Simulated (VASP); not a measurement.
An input for Quantum ESPRESSO's pw.x (written as the equivalent of a VASP run, and not itself run):

```
&CONTROL
  calculation = 'scf'
  pseudo_dir = './pseudo'
  outdir = './out'
  tprnfor = .true.
  tstress = .true.
/
&SYSTEM
  ibrav = 0
  nat = 2
  ntyp = 2
  ecutwfc = 56.6
  occupations = 'smearing'
  smearing = 'gaussian'
  degauss = 0.003675
  input_dft = 'pbe'
/
&ELECTRONS
  conv_thr = 7.3e-08
  electron_maxstep = 100
/
ATOMIC_SPECIES
  Ba 137.327 Ba.upf
  S 32.060 S.upf
CELL_PARAMETERS angstrom
     0.0000000    3.2769830    3.1988330
     3.2514910    0.0000000    3.1988330
     3.2514910    3.2769830    0.0000000
ATOMIC_POSITIONS crystal
  Ba   0.0000000  0.0000000  0.0000000
  S    0.4864910  0.5135090  0.5135090
K_POINTS automatic
  6 6 6 0 0 0
```

Write the VASP files for the same calculation (PBE).

This is not unique; one that fits is 
KPOINTS:
```
Automatic mesh
0
Gamma
6 6 6
0 0 0
```

### INCAR
```
ALGO = Normal
EDIFF = 1E-6
ENCUT = 400
GGA = PE
ISIF = 2
ISMEAR = 0
LASPH = .TRUE.
LCHARG = .FALSE.
LMAXMIX = 4
LREAL = .FALSE.
LWAVE = .FALSE.
NELM = 100
PREC = Accurate
SIGMA = 0.05
SYSTEM = BaS
```

### POSCAR
```
BaS
1
    0.0000000000     3.2769830000     3.1988330000
    3.2514910000     0.0000000000     3.1988330000
    3.2514910000     3.2769830000     0.0000000000
Ba S
1 1
Direct
  0.0000000000   0.0000000000   0.0000000000
  0.4864910000   0.5135090000   0.5135090000
```

POTCAR, in this order: Ba_sv S (PBE.64 set). Program: vasp_std.

The two are equivalent in intent, not identical: the potentials are each code's own (VASP's PAW set, PseudoDojo norm-conserving files in pw.x), so ENCUT and ecutwfc are chosen apart and not converted; conv_thr bounds pw.x's estimated SCF error, while EDIFF bounds the energy change between steps.

The compound is BaS in the rock salt structure. The cell was not relaxed at this level, atoms are displaced from their ideal sites.
